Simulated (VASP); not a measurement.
GaSb:

```xyz
2
Lattice="0.0000 3.0659 3.0659 3.0659 0.0000 3.0659 3.0659 3.0659 0.0000" Properties=species:S:1:pos:R:3 pbc="T T T"
Ga    0.0000    0.0000    0.0000
Sb    1.5329    1.5329    1.5329
```

The cell was built by a generator and needn't be a form met in nature.

Base run:

| Item | Value |
| --- | --- |
| Program | VASP 6.6.1 |
| Functional | r2SCAN |
| Potentials or basis | VASP PAW PBE potentials, release 64 (Ga_d, Sb) |
| Cutoff | 520 eV |
| k mesh | 6 × 6 × 6 |
| Occupations | fermi-dirac, width 0.02 eV |
| Spin | no spin polarisation |

Its results: band gap on the k mesh 0.40 eV, direct; pressure 0.1 GPa.

**Question.** The run is repeated on the same cell with these changes: functional from r2SCAN to HSE06; k mesh from 6 × 6 × 6 to 4 × 4 × 4. What comes out?

**Answer.** Band gap on the k mesh 0.85 eV, direct; pressure -0.1 GPa.

Several settings changed at once, so the effect can't be laid on one alone.

Caveats: some runs use coarse meshes; the PAW data sets were made with another functional, which shifts forces and pressure a little; spin-orbit coupling is left out, which moves the levels of the heavy elements.

A k mesh can miss the band edges.
